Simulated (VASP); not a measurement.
VASP ran on this input.

File KPOINTS:
```
Regular mesh
0
Gamma
 16 16 16
0 0 0
```

### POSCAR
```
Pd
1
    0.0000000000     1.9223245026     1.9223245026
    1.9223245026     0.0000000000     1.9223245026
    1.9223245026     1.9223245026     0.0000000000
Pd
1
Direct
  0.0000000000   0.0000000000   0.0000000000
```

**INCAR**
```
SYSTEM = Pd
PREC = Accurate; ENCUT = 500; LREAL = .FALSE.
LASPH = .TRUE.
EDIFF = 1E-6; NELM = 100; ALGO = Normal
LMAXMIX = 4
ISMEAR = 1; SIGMA = 0.1
GGA = PS
IBRION = 2; NSW = 40; ISIF = 3
EDIFFG = -0.02; PSTRESS = 50
LWAVE = .FALSE.; LCHARG = .FALSE.
```

POTCAR, in this order: Pd (PBE.64 set). Program: vasp_std.

Problem. Write an equivalent input for Quantum ESPRESSO's pw.x.

Solution. One equivalent input (not run):
```
&CONTROL
  calculation = 'vc-relax'
  pseudo_dir = './pseudo'
  outdir = './out'
  tprnfor = .true.
  tstress = .true.
  nstep = 40
  forc_conv_thr = 0.00078
/
&SYSTEM
  ibrav = 0
  nat = 1
  ntyp = 1
  ecutwfc = 82
  occupations = 'smearing'
  smearing = 'methfessel-paxton'
  degauss = 0.00735
  input_dft = 'pbesol'
/
&ELECTRONS
  conv_thr = 7.3e-08
  electron_maxstep = 100
/
&IONS
/
&CELL
  press = 50
/
ATOMIC_SPECIES
  Pd 106.420 Pd.upf
CELL_PARAMETERS angstrom
     0.0000000    1.9223245    1.9223245
     1.9223245    0.0000000    1.9223245
     1.9223245    1.9223245    0.0000000
ATOMIC_POSITIONS crystal
  Pd   0.0000000  0.0000000  0.0000000
K_POINTS automatic
  16 16 16 0 0 0
```
The two are equivalent in intent, not identical: the potentials are each code's own (VASP's PAW set, PseudoDojo norm-conserving files in pw.x), so ENCUT and ecutwfc are chosen apart and not converted; conv_thr bounds pw.x's estimated SCF error, while EDIFF bounds the energy change between steps; forc_conv_thr acts on force components and is met together with etot_conv_thr.

The compound is Pd in the fcc structure. It was relaxed first under an external pressure of 5 GPa.
